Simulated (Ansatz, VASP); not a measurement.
**Two plane-wave programs on GaC3**

```
Ga C
1.0
     3.31895    0.00000    0.00000
     0.00000    3.31895    0.00000
     0.00000    0.00000    3.31895
Ga C
1 3
Direct
  0.00000 0.00000 0.00000
  0.00000 0.50000 0.50000
  0.50000 0.00000 0.50000
  0.50000 0.50000 0.00000
```

The cell comes from a database or a generator and needn't be the stable form of this composition.

Alike in both runs: task single point; functional r2SCAN; k mesh 7 × 7 × 7; occupations fermi-dirac, width 0.1 eV; no spin polarisation.

```csv
,VASP,Ansatz
version,VASP 6.6.1,Ansatz 0.2.0
potentials or method,"VASP PAW PBE potentials, release 64 (Ga_d, C)","plane waves, PAW"
plane-wave cutoff (eV),520,550
valence electrons in the cell,25,25
```

VASP gave:

```
pressure (GPa) : -0.2
```

Q: Which values does Ansatz return?

A: Pressure (GPa): -0.7.

Caveats: the PAW data sets were made with another functional, which shifts forces and pressure a little (VASP).
